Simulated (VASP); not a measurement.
All values below come from LDA (Ceperley-Alder, Perdew-Zunger), VASP's LDA PAW potentials (set 64) (plane waves; VASP).

VASP ran on this input.

**INCAR**
```
ALGO = Normal
EDIFF = 1E-6
ENCUT = 400
ISIF = 2
ISMEAR = -1
LASPH = T
LCHARG = F
LMAXMIX = 6
LREAL = F
LWAVE = F
NELM = 100
PREC = Accurate
SIGMA = 0.1
SYSTEM = LaAl2BRu2
```

POSCAR:
```
LaAl2BRu2
1
    4.2105000000     0.0000000000     0.0000000000
    0.0000000000     4.2105000000     0.0000000000
    0.0000000000     0.0000000000     5.6613000000
La B Al Ru
1 1 2 2
Direct
  0.0000000000   0.0000000000   0.5000000000
  0.0000000000   0.0000000000   0.0000000000
  0.5000000000   0.5000000000   0.2537000000
  0.5000000000   0.5000000000   0.7463000000
  0.0000000000   0.5000000000   0.0000000000
  0.5000000000   0.0000000000   0.0000000000
```

KPOINTS:
```
Regular mesh
0
Gamma
4 4 3
0 0 0
```

POTCAR, in this order: La B Al Ru_pv (LDA.64 set). Program: vasp_std.

The resulting files:

OUTCAR:
```
 ion  position               nearest neighbor table
   1  0.000  0.000  0.500-   2 2.83   2 2.83   4 3.29   3 3.29   3 3.29   4 3.29   3 3.29   4 3.29
                             3 3.29   4 3.29
   2  0.000  0.000  0.000-   5 2.11   6 2.11   5 2.11   6 2.11   1 2.83   1 2.83
   3  0.500  0.500  0.254-   5 2.55   6 2.55   6 2.55   5 2.55   4 2.79   4 2.87   1 3.29   1 3.29
                             1 3.29   1 3.29
   4  0.500  0.500  0.746-   5 2.55   6 2.55   6 2.55   5 2.55   3 2.79   3 2.87   1 3.29   1 3.29
                             1 3.29   1 3.29
   5  0.000  0.500  0.000-   2 2.11   2 2.11   4 2.55   3 2.55   3 2.55   4 2.55   6 2.98   6 2.98
                             6 2.98   6 2.98
   6  0.500  0.000  0.000-   2 2.11   2 2.11   4 2.55   3 2.55   4 2.55   3 2.55   5 2.98   5 2.98
                             5 2.98   5 2.98
  LATTYP: Found a simple tetragonal cell.
 ALAT       =     4.2105000000
 C/A-ratio  =     1.3445671535
 Subroutine PRICEL returns:
 Original cell was already a primitive cell.
 Subroutine GETGRP returns: Found 16 space group operations
The static configuration has the point symmetry D_4h.
The dynamic configuration has the point symmetry D_4h.
 Subroutine INISYM returns: Found 16 space group operations
 Subroutine IBZKPT returns following result:
 Found     12 irreducible k-points:

 Following reciprocal coordinates:
            Coordinates               Weight
  0.000000  0.000000  0.000000      1.000000
  0.250000  0.000000  0.000000      4.000000
  0.500000  0.000000  0.000000      2.000000
  0.250000  0.250000  0.000000      4.000000
  0.500000  0.250000  0.000000      4.000000
  0.500000  0.500000  0.000000      1.000000
  0.000000  0.000000  0.333333      2.000000
  0.250000  0.000000  0.333333      8.000000
  0.500000  0.000000  0.333333      4.000000
  0.250000  0.250000  0.333333      8.000000
  0.500000  0.250000  0.333333      8.000000
  0.500000  0.500000  0.333333      2.000000
   k-points           NKPTS =     12   k-points in BZ     NKDIM =     12   number of bands    NBANDS=     28
   number of dos      NEDOS =    301   number of ions     NIONS =      6
...
```

### OSZICAR
```
       N       E                     dE             d eps       ncg     rms          rms(c)
DAV:   1     0.389359384505E+03    0.38936E+03   -0.20995E+04   872   0.189E+03
DAV:   2     0.173782975625E+02   -0.37198E+03   -0.35625E+03   808   0.412E+02
DAV:   3    -0.427314564560E+02   -0.60110E+02   -0.57237E+02  1036   0.145E+02
DAV:   4    -0.488438655913E+02   -0.61124E+01   -0.58173E+01  1264   0.403E+01
DAV:   5    -0.492793542553E+02   -0.43549E+00   -0.37603E+00  1048   0.844E+00    0.229E+01
DAV:   6    -0.478208719582E+02    0.14585E+01   -0.35542E+01   864   0.345E+01    0.755E+00
DAV:   7    -0.465706272674E+02    0.12502E+01   -0.11778E+01  1064   0.245E+01    0.511E+00
DAV:   8    -0.464992947464E+02    0.71333E-01   -0.89254E-01  1088   0.661E+00    0.201E+00
DAV:   9    -0.464753847633E+02    0.23910E-01   -0.16457E-01   912   0.257E+00    0.614E-01
DAV:  10    -0.464728601955E+02    0.25246E-02   -0.20288E-02  1016   0.111E+00    0.155E-01
DAV:  11    -0.464728180090E+02    0.42186E-04   -0.17871E-03  1088   0.264E-01    0.627E-02
DAV:  12    -0.464728209173E+02   -0.29083E-05   -0.12424E-04  1000   0.749E-02    0.227E-02
DAV:  13    -0.464728218591E+02   -0.94181E-06   -0.20308E-05   960   0.275E-02    0.258E-03
DAV:  14    -0.464728217115E+02    0.14763E-06   -0.71341E-07   496   0.100E-02
   1 F= -.46472822E+02 E0= -.46436274E+02  d E =-.730963E-01
```

OUTCAR:
```
------------------------ aborting loop because EDIFF is reached ----------------------------------------
  FORCE on cell =-STRESS in cart. coord.  units (eV):
  Direction    XX          YY          ZZ          XY          YZ          ZX
  --------------------------------------------------------------------------------------
  Total       -3.9375520     -3.9375520     -2.9134260      0.0000000      0.0000000     -0.0000000
  in kB      -62.8569604    -62.8569604    -46.5083643      0.0000000      0.0000000     -0.0000000
  external PRESSURE =     -57.4074284 kB  Pullay stress =       0.0000000 kB
  volume of cell :      100.37
      direct lattice vectors                 reciprocal lattice vectors
     4.210500000  0.000000000  0.000000000     0.237501484  0.000000000  0.000000000
     0.000000000  4.210500000  0.000000000     0.000000000  0.237501484  0.000000000
     0.000000000  0.000000000  5.661300000     0.000000000  0.000000000  0.176637875
 POSITION                                       TOTAL-FORCE (eV/Angst)
 -----------------------------------------------------------------------------------
      0.00000      0.00000      2.83065         0.000000      0.000000      0.000000
      0.00000      0.00000      0.00000         0.000000      0.000000      0.000000
      2.10525      2.10525      1.43627         0.000000     -0.000000     -0.117758
      2.10525      2.10525      4.22503         0.000000      0.000000      0.117758
      0.00000      2.10525      0.00000         0.000000      0.000000      0.000000
      2.10525      0.00000      0.00000         0.000000      0.000000      0.000000
 -----------------------------------------------------------------------------------
    total drift:                                0.000000     -0.000000     -0.000000
  FREE ENERGIE OF THE ION-ELECTRON SYSTEM (eV)
  ---------------------------------------------------
  free  energy   TOTEN  =       -46.4728217115 eV

  energy  without entropy=      -46.3997253619  energy(sigma->0) =      -46.43627354
```
(Selected blocks of OUTCAR.)

At this cut-off the stress carries a Pulay error, which pulls relaxed volumes low.

The structure comes from a measured LaAl2BRu2 entry of the Crystallography Open Database, whose conditions weren't checked. The cell was not relaxed at this level. The k-mesh is coarse (spacing up to 0.37 per Å, 2π included), so the numbers may not be converged in it.
